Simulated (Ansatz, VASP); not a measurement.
# Al20Ag5S31 (Ag_S1) in two plane-wave programs, part 2 of 2

Wanted: the spread between two codes on one cell, functional and k mesh.  The structure shown is the end of the VASP relaxation below.

VASP 6.6.1 and Ansatz 0.2.0.

So far: The structure; VASP: relaxation, PBEsol.

### Step 3. Ansatz: single point, PBEsol

Level of this step: Ansatz beside VASP: Kohn-Sham DFT, plane waves, PBEsol (Ansatz).

Ansatz runs on its default PAW (the set named soft_2) files.

The same cell, functional, mesh and smearing now go to Ansatz, which takes its cutoff from its data sets.

The input, input.yaml:

```yaml
crystal:
  lattice:
    - [10.06734535, 0.0, 0.0]
    - [0.0, 0.0, -10.06734535]
    - [0.0, 10.06734535, 0.0]
  atoms:
    - { symbol: Al, position: [0.11495418, 0.37768166, 0.62028485] }
    - { symbol: Al, position: [0.12324921, 0.88285261, 0.12342829] }
    - { symbol: Al, position: [0.62015463, 0.37767337, 0.11513565] }
    - { symbol: Al, position: [0.63028266, 0.88116477, 0.63052413], spin: 0.6 }
    - { symbol: Al, position: [0.38257851, 0.38251409, 0.87419198] }
    - { symbol: Al, position: [0.38263375, 0.87383749, 0.38286474] }
    - { symbol: Al, position: [0.87397827, 0.38252036, 0.3828345] }
    - { symbol: Al, position: [0.88681405, 0.88667496, 0.88703104] }
    - { symbol: Al, position: [0.37786399, 0.11483325, 0.62027409] }
    - { symbol: Al, position: [0.37791119, 0.62000894, 0.11510269] }
    - { symbol: Al, position: [0.88312179, 0.12300981, 0.12342942] }
    - { symbol: Al, position: [0.88131161, 0.63019583, 0.63031726], spin: 0.6 }
    - { symbol: Al, position: [0.12324001, 0.12300746, 0.88327599] }
    - { symbol: Al, position: [0.11494869, 0.61994359, 0.37806569] }
    - { symbol: Al, position: [0.62005194, 0.11480013, 0.37799051] }
    - { symbol: Al, position: [0.63022291, 0.63007367, 0.88137972] }
    - { symbol: Al, position: [0.99885166, 0.99860892, 0.49618173] }
    - { symbol: Al, position: [0.99874713, 0.49595628, 0.9989064] }
    - { symbol: Al, position: [0.49603935, 0.99854791, 0.99895374] }
    - { symbol: Al, position: [0.48181268, 0.48155798, 0.48187393], spin: 0.6 }
    - { symbol: Ag, position: [0.25552735, 0.25535833, 0.25565059] }
    - { symbol: Ag, position: [0.24728364, 0.75097362, 0.75114748] }
    - { symbol: Ag, position: [0.75115402, 0.24715332, 0.75116495] }
    - { symbol: Ag, position: [0.75087643, 0.75082745, 0.24752026] }
    - { symbol: Ag, position: [0.62252852, 0.62247076, 0.62257161], spin: 0.6 }
    - { symbol: S, position: [0.38665039, 0.10784245, 0.38682872] }
    - { symbol: S, position: [0.39277904, 0.61633534, 0.8808694] }
    - { symbol: S, position: [0.89071993, 0.11899356, 0.89092477] }
    - { symbol: S, position: [0.88072241, 0.61637337, 0.393013] }
    - { symbol: S, position: [0.1168288, 0.11659995, 0.11703186] }
    - { symbol: S, position: [0.11351819, 0.61291659, 0.61318274] }
    - { symbol: S, position: [0.61313211, 0.11335586, 0.61325901] }
    - { symbol: S, position: [0.61312896, 0.61294406, 0.11353852] }
    - { symbol: S, position: [0.10804918, 0.38641031, 0.38675645] }
    - { symbol: S, position: [0.11910039, 0.89054274, 0.89095099] }
    - { symbol: S, position: [0.61646946, 0.39265029, 0.88080629] }
    - { symbol: S, position: [0.61646508, 0.88048768, 0.39307468] }
    - { symbol: S, position: [0.38666009, 0.38644523, 0.10827598] }
    - { symbol: S, position: [0.39285381, 0.88057709, 0.61663731] }
    - { symbol: S, position: [0.88075422, 0.39274335, 0.6166216] }
    - { symbol: S, position: [0.89075235, 0.89053086, 0.11938639] }
    - { symbol: S, position: [0.36758488, 0.13448839, 0.86656544] }
    - { symbol: S, position: [0.35275067, 0.63522522, 0.35290577] }
    - { symbol: S, position: [0.86636967, 0.13444402, 0.3677173] }
    - { symbol: S, position: [0.87543935, 0.64207153, 0.87558391] }
    - { symbol: S, position: [0.12971199, 0.12947918, 0.63028735] }
    - { symbol: S, position: [0.12970805, 0.62989563, 0.12989309] }
    - { symbol: S, position: [0.63009595, 0.12949991, 0.12990424] }
    - { symbol: S, position: [0.13460336, 0.36741165, 0.86654075] }
    - { symbol: S, position: [0.13462619, 0.86617574, 0.36775105] }
    - { symbol: S, position: [0.63544432, 0.35252386, 0.35289042] }
    - { symbol: S, position: [0.64221305, 0.87530931, 0.87564334] }
    - { symbol: S, position: [0.35276233, 0.35256845, 0.63562748] }
    - { symbol: S, position: [0.3675609, 0.86619937, 0.13476622] }
    - { symbol: S, position: [0.86635305, 0.36743348, 0.13476268] }
    - { symbol: S, position: [0.87553065, 0.875375, 0.64243253] }
total_charge: -2
hamiltonian:
  xc: pbesol
  pseudopotentials: { kind: paw }
magnetization:
  spin_polarized: true
kpoints:
  mp_grid: { grid: [1, 1, 1] }
scf:
  occupations: { method: gaussian, width: 0.05 }
  n_extra_bands: 21
output:
  forces: true
  eigenvalues: true
```

Run with:

```sh
ansatz run input.yaml --threads 8 --pin off --max-ram 18432MiB --backend cpu --events-out ev --progress --plain --runs-dir out
```

Numbers of over 12 decimals in the logs are rounded to 6 here.

Output:

```text
Warning: the band count 193 (scf.n_extra_bands) hosts the net moment |M| = 2.4000 μB (N_el = 343) but caps the reachable moment at 2·n_bands − N_el = 43.0000 μB, below the 229 bands that the automatic rule leaves for it — a moment growing past the seed, or the majority channel's smearing tail, pins there with fewer empty majority states than that count leaves; raise or omit scf.n_extra_bands unless the cap is intended
scf.n_extra_bands = 21 over 172 filled bands (N_el = 343.0): the run solves 193 bands
Engine: ansatz 0.2.0, aarch64-unknown-linux-gnu
Pseudopotentials: kind: paw
Pseudopotential: Al, paw, valence charge 3, recommended cutoff 420 eV (normal), Al.paw.azcp
Pseudopotential: Ag, paw, valence charge 19, recommended cutoff 420 eV (normal), Ag.paw.azcp
Pseudopotential: S, paw, valence charge 6, recommended cutoff 420 eV (normal), S.paw.azcp
Functional definition: PBEsol
  exchange = pbesol_x
  correlation = pbesol_c
Crystal: 56 atoms, lattice volume = 1020.340 Å³
Basis set: ecut = 420 eV, 20005 PW (Γ), exchange–correlation on 144×144×144 points (8 copies of the dense FFT grid, shifted against one another)
Bands: 193, of which v1, the nominal top of the filled ones, is band 172 counted from 1 (171 counted from 0)
Symmetry: 1 space group operations
Space group: P1 (ITA 1), of the structure as read, at distance tolerance 1.0e-4 Å
Magnetic group: BNS 1.1 (UNI 1), of the structure as read, at distance tolerance 1.0e-4 Å
k-points: 1
Non-local potential: Al, projectors of the file, l = 0: 2, l = 1: 2, l = 2: 1
Non-local potential: Ag, projectors of the file, l = 0: 3, l = 1: 2, l = 2: 2, l = 3: 1
Non-local potential: S, projectors of the file, l = 0: 2, l = 1: 2, l = 2: 2
PAW form: soft (Blöchl's): semilocal exchange-correlation on the pseudo side does not see the compensation charge
PAW frozen core: Al, regenerated for the run's functional, and the local potential with it (the file was generated under x = pbe(κ = 0.804, μ = 0.219515), c = pbe(β = 0.066725))
PAW frozen core: Ag, regenerated for the run's functional, and the local potential with it (the file was generated under x = pbe(κ = 0.804, μ = 0.219515), c = pbe(β = 0.066725))
PAW frozen core: S, regenerated for the run's functional, and the local potential with it (the file was generated under x = pbe(κ = 0.804, μ = 0.219515), c = pbe(β = 0.066725))
PAW one-centre angular grid: Al, 110 points (default); XC on 64 Gauss nodes
PAW one-centre angular grid: Ag, 590 points (default); XC on 64 Gauss nodes
PAW one-centre angular grid: S, 110 points (default); XC on 64 Gauss nodes
Initial density: superposition of atomic densities (chi_scale 0.1, normalization cell, long waves kept (reshape's long-wave potential 0.22 eV rms))
Starting moments: Σ|m| = 2.4 μB on 4 of 56 sites
Initial wavefunctions: pseudopotential atomic-orbital guess
Functional: x = pbesol(κ = 0.804, μ = 0.123457), c = pbesol(β = 0.046)
SCF iter   1: F=—  HF=-75574.994350 eV  |F-HF|=—  |Δ(HF+E_count)|=         —  Δρ=2.30e-2 (↑2.30e-2 ↓2.19e-2)  dr2=2.90e1  dr2_m=3.24e-1  M=0.660 μB ∫|m|=0.933 μB  β_m=0.30  ethr=3.10e-3  ⟨swp⟩=8.0  Hψ=1792  notcnv=0  defer=1
preconditioner: auto → Resta (q_TF=auto, 2.275 Å⁻¹)  ε∞=6.6  [insulator: Δε(μ)=0.068 eV  Ē_g=8.553 eV  σ=0.050 eV  W_gap=0.66  n_scr=202 (ndim 8)  ℏωp=20.2 eV  f_vac=0.000  D(μ)=14.31/eV (n_scr^D=80)  ε∞_Penn≈6.6]
spin=Collinear: Resta preconditioning applied to the charge; magnetization (m = ρ↑ − ρ↓) channel mixes plain (no charge-response kernel on spin).
SCF iter   2: F=—  HF=-75570.735393 eV  |F-HF|=—  |Δ(HF+E_count)|=    4.26e0  Δρ=1.47e-2 (↑1.47e-2 ↓1.44e-2)  dr2=1.08e1  dr2_m=1.68e-1  M=0.719 μB ∫|m|=0.929 μB  β_m=0.30  ethr=3.10e-3  ⟨swp⟩=2.0  Hψ=570  notcnv=0  defer=18
SCF iter   3: F=—  HF=-75568.183959 eV  |F-HF|=—  |Δ(HF+E_count)|=    2.55e0  Δρ=7.43e-3 (↑6.80e-3 ↓7.43e-3)  dr2=1.65e0  dr2_m=8.77e-2  M=0.789 μB ∫|m|=0.960 μB  β_m=0.30  ethr=3.10e-3  ⟨swp⟩=2.0  Hψ=600  notcnv=0  defer=18
SCF iter   4: F=—  HF=-75567.837366 eV  |F-HF|=—  |Δ(HF+E_count)|=   3.47e-1  Δρ=3.12e-3 (↑2.95e-3 ↓3.12e-3)  dr2=1.76e-1  dr2_m=4.55e-2  M=0.854 μB ∫|m|=0.998 μB  β_m=0.30  ethr=4.82e-4  ⟨swp⟩=3.0  Hψ=717  notcnv=0  defer=31
SCF iter   5: F=—  HF=-75567.833681 eV  |F-HF|=—  |Δ(HF+E_count)|=   3.69e-3  Δρ=1.94e-3 (↑1.94e-3 ↓1.75e-3)  dr2=2.83e-2  dr2_m=2.43e-2  M=0.901 μB ∫|m|=1.031 μB  β_m=0.30  ethr=5.12e-5  ⟨swp⟩=2.0  Hψ=586  notcnv=0  defer=31
SCF iter   6: F=—  HF=-75567.844708 eV  |F-HF|=—  |Δ(HF+E_count)|=   1.10e-2  Δρ=1.26e-3 (↑1.26e-3 ↓1.22e-3)  dr2=4.57e-3  dr2_m=1.31e-2  M=0.933 μB ∫|m|=1.056 μB  β_m=0.30  ethr=8.25e-6  ⟨swp⟩=2.0  Hψ=592  notcnv=0  defer=31
SCF iter   7: F=—  HF=-75567.852185 eV  |F-HF|=—  |Δ(HF+E_count)|=   7.48e-3  Δρ=9.19e-4 (↑8.59e-4 ↓9.19e-4)  dr2=1.38e-3  dr2_m=7.16e-3  M=0.954 μB ∫|m|=1.074 μB  β_m=0.30  ethr=1.33e-6  ⟨swp⟩=2.0  Hψ=696  notcnv=0  defer=31
Mixer restart at iter 7: flushing history
spin-set hold released at iteration 7 (site moments contracting): the magnetisation degrees of freedom join the quasi-Newton model from the next iteration; the mixer history was flushed
SCF iter   8: F=—  HF=-75567.855790 eV  |F-HF|=—  |Δ(HF+E_count)|=   3.60e-3  Δρ=6.63e-4 (↑6.45e-4 ↓6.63e-4)  dr2=6.21e-4  dr2_m=3.91e-3  M=0.967 μB ∫|m|=1.086 μB  β_m=0.65  ethr=4.03e-7  ⟨swp⟩=2.5  Hψ=598  notcnv=0  defer=31
SCF iter   9: F=—  HF=-75567.861449 eV  |F-HF|=—  |Δ(HF+E_count)|=   5.66e-3  Δρ=1.12e-4 (↑1.05e-4 ↓1.12e-4)  dr2=3.34e-4  dr2_m=4.54e-5  M=0.990 μB ∫|m|=1.120 μB  β_m=0.60  ethr=1.81e-7  ⟨swp⟩=3.0  Hψ=915  notcnv=0  defer=31
SCF iter  10: F=—  HF=-75567.861537 eV  |F-HF|=—  |Δ(HF+E_count)|=   8.83e-5  Δρ=4.10e-5 (↑3.76e-5 ↓4.10e-5)  dr2=2.58e-5  dr2_m=1.15e-5  M=0.991 μB ∫|m|=1.126 μB  β_m=0.80  ethr=9.75e-8  ⟨swp⟩=2.0  Hψ=686  notcnv=0  defer=31
SCF iter  11: F=—  HF=-75567.862408 eV  |F-HF|=—  |Δ(HF+E_count)|=   8.71e-4  Δρ=7.39e-6 (↑6.91e-6 ↓7.39e-6)  dr2=2.06e-6  dr2_m=2.58e-7  M=0.992 μB ∫|m|=1.130 μB  β_m=0.90  ethr=7.51e-9  ⟨swp⟩=3.0  Hψ=693  notcnv=0  defer=31
SCF iter  12: F=—  HF=-75567.862409 eV  |F-HF|=—  |Δ(HF+E_count)|=   1.93e-6  Δρ=1.94e-6 (↑1.84e-6 ↓1.94e-6)  dr2=1.17e-7  dr2_m=1.69e-8  M=0.992 μB ∫|m|=1.131 μB  β_m=0.95  ethr=6.00e-10  ⟨swp⟩=2.5  Hψ=660  notcnv=0  defer=31
SCF iter  13: F=—  HF=-75567.862410 eV  |F-HF|=—  |Δ(HF+E_count)|=   8.68e-8  Δρ=1.16e-6 (↑1.15e-6 ↓1.16e-6)  dr2=5.00e-8  dr2_m=1.84e-9  M=0.992 μB ∫|m|=1.131 μB  β_m=0.88  ethr=2.92e-11  ⟨swp⟩=12.5  Hψ=1921  notcnv=0
SCF iter  14: F=-75567.862410 eV  HF=-75567.862410 eV  |F-HF|=7.83e-9  |Δ(HF+E_count)|=   1.03e-9  Δρ=5.23e-7 (↑4.97e-7 ↓5.23e-7)  dr2=1.03e-8  dr2_m=2.06e-10  M=0.992 μB ∫|m|=1.131 μB  ethr=1.46e-11  ⟨swp⟩=3.0  Hψ=1080  notcnv=0
SCF 1 converged in 14 iterations: F = -75567.862410 eV  dr2 = 1.03e-8
  greatest PAW one-centre occupation: 1.001 electrons in one spin orbital (limit 2), on the Ag atom at site 24 (counted from 0), in its partial waves of l = 0
SCF converged after 14 iterations
Magnetization: 0.9922 μB (171.9961 up, 171.0039 down)
Absolute magnetization: 1.1310 μB (∫|ρ↑−ρ↓|, with the PAW one-centre terms)
Spin contamination: 0.0021 ħ² per cell (⟨S²⟩ above its minimum at these occupations)
Per-site moments (μB) at R_I (Å): [(0.00029942, 0.970893), (-9.774508891405203e-5, 0.966109), (0.000299401, 0.970754), (0.000317667, 0.969520), (0.028159, 0.972327), (0.028148, 0.972054), (0.028138, 0.972201), (0.031937, 0.964905), (0.00030205, 0.970568), (0.000301917, 0.971033), (-9.753502332886042e-5, 0.966100), (0.000307188, 0.969583), (-9.913419162170252e-5, 0.966054), (0.000300919, 0.970907), (0.00030065, 0.9703 [...]
Free energy (F): -75567.862410 eV
Harris-Foulkes:  -75567.862410 eV  (|F-HF|=7.83e-9)
Internal energy: -75567.861575 eV  (E = F + TS)
E sigma→0 (E₀):  -75567.861992 eV
Entropy (-TS):   -0.000835 eV (-0.015 meV/atom)
Fermi energy:    8.588937 eV
--- Per-component energies (eV) ---
  E_band       = -1707.469619
  E_kinetic    = 6515.900190
  E_local      = -23988.554319  (includes V_loc(G=0)·N_el)
  E_nonlocal   = 1493.332323
  E_hartree    = 10543.169330
  E_xc         = -4737.946574
  E_vxc        = -4532.806640  (∫ρ·V_xc dr)
  E_paw        = -46376.962827  (= ΣΔE_a)
  E_vpaw       = -2281.680617  (= ΣTr[D̂ρ^β])
  E_aug_tail   = 0.001451  (compensation charges beyond the density's cutoff)
  E_ewald      = -19020.718052
  E_core_change = 3.916904  (= ΣΔE_core)
  E_smearing   = -0.000835  (= −TS)
  E_closure    = 0.000000  (closes the sum)
  E_deformation_potential = -27.598198  (in the stress; not in F)
  Σ components = -75567.862410   (vs F -75567.862410, Δ=0.00e0)
--- Forces (eV/Å), atoms counted from 1 ---
  atom   1  Al    -0.00034212    -0.01165185    -0.00569316
  atom   2  Al    -0.00250013    -0.00054017    -0.00488867
  atom   3  Al    -0.01038110    -0.01124710    -0.00822185
  atom   4  Al     0.00483453    -0.00054283    -0.00177175
  atom   5  Al     0.00627223    -0.01058752     0.00050066
  atom   6  Al     0.00320518    -0.00143095     0.01830099
  atom   7  Al    -0.00916757    -0.00237861     0.00188472
  atom   8  Al     0.00220956     0.00490411    -0.00200320
  atom   9  Al     0.00903916    -0.00416604     0.00489896
  atom  10  Al     0.00545584    -0.00153824     0.01485404
  atom  11  Al     0.00180256     0.00108761    -0.00293345
  atom  12  Al     0.00067208     0.01061938    -0.00364588
  atom  13  Al     0.00015078     0.00511379    -0.00277313
  atom  14  Al     0.00040721     0.00122791     0.01300002
  atom  15  Al    -0.00150620     0.00992091     0.01040124
  atom  16  Al     0.00422266    -0.00283506    -0.00206559
  atom  17  Al    -0.01707581     0.00786887     0.00816713
  atom  18  Al    -0.01096251    -0.00910687    -0.00359056
  atom  19  Al     0.00686735    -0.01130002     0.00281748
  atom  20  Al     0.00502838     0.01005024    -0.00752101
  atom  21  Ag     0.00293827     0.00416093     0.00280784
  atom  22  Ag    -0.00900125     0.00569705    -0.00148802
  atom  23  Ag     0.00233436     0.00451588     0.00587687
  atom  24  Ag     0.01055332    -0.01139329    -0.00714238
[...]
atom  49  S     -0.00654703    -0.00193904    -0.00522979
  atom  50  S     -0.00242011     0.00454809     0.00290492
  atom  51  S      0.00579166     0.01375715    -0.01606807
  atom  52  S     -0.00269476     0.00415504    -0.00146150
  atom  53  S      0.01094525     0.00196565    -0.01479904
  atom  54  S      0.00583014    -0.00110073     0.00380483
  atom  55  S     -0.00035136    -0.00467471    -0.00472405
  atom  56  S      0.00193708    -0.00629823    -0.00075981
  max |Σ_I F_I| component: 1.15e-5 eV/Å
--- Band table (eV) ---
  k-point 0 ↑: bands = [... 168 lower, 6.9747, 7.0120, 8.4262, 8.4949, 8.8965, 8.8970, 9.2111, 9.5369, ... 17 higher]
  k-point 0 ↓: bands = [... 168 lower, 6.9795, 7.0396, 8.4526, 8.6828, 8.9066, 8.9071, 9.2418, 9.5481, ... 17 higher]
```

The job ended after 14 s (8 threads of Arm Neoverse N1, shared host; peak memory 1.5 GiB; 1.7 min of CPU time).

The column dr2 measures how far the density is from self-consistency, as an energy; F and HF (Harris–Foulkes) agree once it is small.

### Step 4. Comparison

Known differences besides the PAW data sets themselves: the data sets hold 343 valence electrons in Ansatz (default PAW (the set named soft_2) files) and 303 in VASP; the cutoff is 420 eV in Ansatz and 300 eV in VASP (PREC = Normal, projectors in real space); Ansatz makes its cores anew for this functional, VASP keeps those of its PBE data sets; VASP leaves aspherical gradient terms in its spheres out (LASPH is not set), Ansatz keeps them. Total energies have different zeros and are not compared.

The two programs side by side:

```csv
quantity,Ansatz,VASP,difference
gap on the k mesh (eV),0.188,0.191,-0.003
total moment (μB),0.99,0.99,0.00
```

At this near-relaxed geometry the largest component of a force difference is 13 meV/Å.

### Step 5. Outcome

```
difference in gap on the k mesh (single point, PBEsol) : -0.0034 eV
```

What this shows: The difference in gap on the k mesh is -0.0034 eV (single point, PBEsol), within the 0.08 eV picked in this series as the mark of a large difference. How closely two codes agree says nothing of how well the functional describes the real material.

[Lines on the potential files, build, host, timing and source positions are cut from VASP's logs without a mark.]

[Logs are printed without paths, hosts, clocks, repeated set-up lines and the standing remarks that a program may print on its own settings, such as how far it seeks lower states.]

[Hosts, paths, dates, database ids (printed as entryN), source tags and the programs' standing remarks are cut or masked in the printed files.]
